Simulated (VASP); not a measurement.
Computed with PBEsol GGA, VASP's PBE PAW potentials (set 64) (plane waves; VASP).

A VASP calculation is set up with these files.

**KPOINTS**
```
Automatic
0
Gamma
7 7 7
```

POSCAR:
```
As
1
    1.8774100000     1.0839230000     3.7043370000
   -1.8774100000     1.0839230000     3.7043370000
    0.0000000000    -2.1678460000     3.7043370000
As
2
Direct
  0.2157810000   0.2254570000   0.2270620000
  0.7842190000   0.7745430000   0.7729380000
```

**INCAR**
```
SYSTEM=As
PREC=Accurate; ENCUT=300; LREAL=.FALSE.
LASPH=.TRUE.
EDIFF=1E-6; NELM=100; ALGO=Normal
LMAXMIX=4
ISMEAR=-1; SIGMA=0.1
GGA=PS
ISIF=2
LWAVE=.FALSE.; LCHARG=.FALSE.
```

POTCAR, in this order: As (PBE.64 set). Program: vasp_std.

What VASP printed:

**OUTCAR**
```
 ion  position               nearest neighbor table
   1  0.216  0.225  0.227-   2 2.48   2 2.49   2 2.54
   2  0.784  0.775  0.773-   1 2.48   1 2.49   1 2.54
  LATTYP: Found a trigonal (rhomboedric) cell.
 ALAT       =     4.2920472956
 COS(alpha) =     0.6173345511
 Subroutine PRICEL returns:
 Original cell was already a primitive cell.
 Subroutine GETGRP returns: Found  2 space group operations
The static configuration has the point symmetry S_2 .
The dynamic configuration has the point symmetry S_2 .
 Subroutine INISYM returns: Found  2 space group operations
 Subroutine IBZKPT returns following result:
 Found    172 irreducible k-points:

 Following reciprocal coordinates:
            Coordinates               Weight
  0.000000  0.000000  0.000000      1.000000
  0.142857  0.000000  0.000000      2.000000
  0.000000  0.142857  0.000000      2.000000
  0.000000  0.000000  0.142857      2.000000
  0.285714 -0.000000  0.000000      2.000000
 -0.000000  0.285714  0.000000      2.000000
  0.000000  0.000000  0.285714      2.000000
  0.428571 -0.000000  0.000000      2.000000
 -0.000000  0.428571  0.000000      2.000000
  0.000000  0.000000  0.428571      2.000000
  0.142857  0.142857  0.000000      2.000000
 -0.142857  0.000000 -0.142857      2.000000
  0.000000  0.142857  0.142857      2.000000
  0.285714  0.142857  0.000000      2.000000
 -0.285714  0.000000 -0.142857      2.000000
 -0.000000  0.285714  0.142857      2.000000
 -0.142857 -0.285714  0.000000      2.000000
  0.142857 -0.000000  0.285714      2.000000
  0.000000 -0.142857 -0.285714      2.000000
  0.428571  0.142857  0.000000      2.000000
 -0.428571  0.000000 -0.142857      2.000000
 -0.000000  0.428571  0.142857      2.000000
 -0.142857 -0.428571 -0.000000      2.000000
  0.142857 -0.000000  0.428571      2.000000
  0.000000 -0.142857 -0.428571      2.000000
 -0.428571  0.142857  0.000000      2.000000
  0.428571 -0.000000 -0.142857      2.000000
  0.000000 -0.428571  0.142857      2.000000
 -0.142857  0.428571 -0.000000      2.000000
  0.142857  0.000000 -0.428571      2.000000
 -0.000000 -0.142857  0.428571      2.000000
 -0.285714  0.142857  0.000000      2.000000
  0.285714 -0.000000 -0.142857      2.000000
  0.000000 -0.285714  0.142857      2.000000
 -0.142857  0.285714 -0.000000      2.000000
  0.142857 -0.000000 -0.285714      2.000000
  0.000000 -0.142857  0.285714      2.000000
 -0.142857  0.142857  0.000000      2.000000
  0.142857  0.000000 -0.142857      2.000000
  0.000000 -0.142857  0.142857      2.000000
   k-points           NKPTS =    172   k-points in BZ     NKDIM =    172   number of bands    NBANDS=      9
   number of dos      NEDOS =    301   number of ions     NIONS =      2
   total plane-waves  NPLWV =  13824
   dimension x,y,z NGX =    24 NGY =   24 NGZ =   24
   dimension x,y,z NGXF=    48 NGYF=   48 NGZF=   48
   ions per type =               2
   PREC   = accura    normal or accurate (medium, high low for compatibility)
   ISTART =      0    job   : 0-new  1-cont  2-samecut
   ICHARG =      2    charge: 1-file 2-atom 10-const
   ISPIN  =      1    spin polarized calculation?
   LNONCOLLINEAR =      F non collinear calculations
   LSORBIT =      F    spin-orbit coupling
   INIWAV =      1    electr: 0-lowe 1-rand  2-diag
   ENCUT  =  300.0 eV  22.05 Ry    4.70 a.u.   6.06  6.06  6.06*2*pi/ulx,y,z
   NELM   =    100;   NELMIN=  2; NELMDL= -5     # of ELM steps
   EDIFF  = 0.1E-05   stopping-criterion for ELM
   LREAL  =      F    real-space projection
   NLSPLINE    = F    spline interpolate recip. space projectors
...
```

**OSZICAR**
```
       N       E                     dE             d eps       ncg     rms          rms(c)
DAV:   1     0.187806825214E+02    0.18781E+02   -0.31921E+03  3128   0.590E+02
DAV:   2    -0.940285400351E+01   -0.28184E+02   -0.27362E+02  4672   0.102E+02
DAV:   3    -0.102107698732E+02   -0.80792E+00   -0.80648E+00  3722   0.202E+01
DAV:   4    -0.102142262182E+02   -0.34563E-02   -0.34557E-02  3867   0.139E+00
DAV:   5    -0.102142349335E+02   -0.87153E-05   -0.87153E-05  3574   0.617E-02    0.344E+00
DAV:   6    -0.101877046585E+02    0.26530E-01   -0.98719E-03  3329   0.635E-01    0.206E+00
DAV:   7    -0.101739431928E+02    0.13761E-01   -0.19531E-02  3356   0.926E-01    0.705E-02
DAV:   8    -0.101739364162E+02    0.67766E-05   -0.62778E-04  3162   0.185E-01    0.261E-02
DAV:   9    -0.101739539578E+02   -0.17542E-04   -0.48408E-05  3740   0.499E-02    0.140E-02
DAV:  10    -0.101739538569E+02    0.10095E-06   -0.30373E-06  3183   0.116E-02
   1 F= -.10173954E+02 E0= -.10170769E+02  d E =-.637055E-02
```

File OUTCAR:
```
------------------------ aborting loop because EDIFF is reached ----------------------------------------
  FORCE on cell =-STRESS in cart. coord.  units (eV):
  Direction    XX          YY          ZZ          XY          YZ          ZX
  --------------------------------------------------------------------------------------
  Total       -0.0674124      0.1366690     -0.2235696     -0.1269508      0.2217411      0.2819361
  in kB       -2.3879833      4.8412911     -7.9196158     -4.4970413      7.8548424      9.9871607
  external PRESSURE =      -1.8221027 kB  Pullay stress =       0.0000000 kB
  volume of cell :       45.23
      direct lattice vectors                 reciprocal lattice vectors
     1.877410000  1.083923000  3.704337000     0.266324351  0.153762460  0.089984614
    -1.877410000  1.083923000  3.704337000    -0.266324351  0.153762460  0.089984614
     0.000000000 -2.167846000  3.704337000     0.000000000 -0.307524920  0.089984614
 POSITION                                       TOTAL-FORCE (eV/Angst)
 -----------------------------------------------------------------------------------
     -0.01817     -0.01397      2.47561         0.220370      0.174852      0.580721
      0.01817      0.01397      8.63740        -0.220370     -0.174852     -0.580721
 -----------------------------------------------------------------------------------
    total drift:                                0.000000      0.000000     -0.000000
  FREE ENERGIE OF THE ION-ELECTRON SYSTEM (eV)
  ---------------------------------------------------
  free  energy   TOTEN  =       -10.1739538569 eV

  energy  without entropy=      -10.1675833071  energy(sigma->0) =      -10.17076858
```
(Selected blocks of OUTCAR.)

The structure comes from a computed database's As entry; how it stands against other phases isn't given here. The cell was not relaxed at this level, atoms are displaced from their ideal sites. The run is one of a series of settings (GGA = PS against the base run), some of them coarse on purpose.
